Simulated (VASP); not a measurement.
## Bi₂O₃ (space group Pm): computed properties

Level of theory: LDA (Ceperley-Alder, Perdew-Zunger), VASP's LDA PAW potentials (set 64) (plane waves; VASP).

```json
{
  "space_group": "Pm (6)",
  "cell": "a = 4.1033 Å, b = 3.6357 Å, c = 5.5048 Å, α = γ = 90.00°, β = 96.93°",
  "volume_per_atom": "16.30 Å^3/atom",
  "band gap (over mesh and band path)": "1.63 eV",
  "smallest direct gap (over mesh and band path)": "2.01 eV",
  "band_edge_character_without_spin_orbit_coupling": "indirect, Y2 to B",
  "band_gap_with_spin_orbit_coupling": "1.45 eV",
  "density": "9.49 g/cm³",
  "optical Γ-point spectrum": "57, 102, 158, 168, 175, 251, 289, 306, 397, 439, 475, 517 cm⁻¹"
}
```

Space group Pm (No. 6); a = 4.1033 Å, b = 3.6357 Å, c = 5.5048 Å, α = γ = 90.00°, β = 96.93°

```csv
atom,site,symmetry,x,y,z
Bi,1b,m,0.0174,0.5000,0.0241
Bi,1a,m,0.5057,0.0000,0.4937
O,1b,m,0.5080,0.5000,0.2198
O,1b,m,0.2874,0.5000,0.6824
O,1a,m,0.0395,0.0000,0.2590
```

The path is coarsely sampled, so an indirect gap can come out somewhat too large.  Unless said otherwise, spin-orbit coupling is left out, though it shifts the bands of the heavy elements here.

The structure comes from a computed database's Bi2O3 entry (Pm); how it stands against other phases isn't given here. It was relaxed first, which changed the volume by -5 %. Symmetry was kept, so distortions that lower it aren't found.
